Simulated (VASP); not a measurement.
Data:

```xyz
1
Lattice="-1.5453 1.5453 1.5453 1.5453 -1.5453 1.5453 1.5453 1.5453 -1.5453" Properties=species:S:1:pos:R:3 pbc="T T T"
V      0.0000     0.0000     0.0000
```

All values below come from PBE GGA, VASP's PBE PAW potentials (set 64) (plane waves; VASP 6.6.1). Run with 400 eV cut-off, 14×14×14 Γ-centred mesh, first-order Methfessel-Paxton smearing of 0.10 eV, potentials V_sv.

Problem. Give the stress tensor in GPa (positive for a compressed cell).

Solution. 
```
-15.73    0.00    0.00
  0.00  -15.73    0.00
  0.00    0.00  -15.73
```
The pressure is its mean diagonal, -15.73 GPa.

The compound is V in the bcc structure. The cell was not relaxed at this level. The run is one of a series of settings (KPOINTS 14×14×14 Γ-centred mesh against the base run), some of them coarse on purpose. The run is not spin-polarised, so no magnetic state was tried.
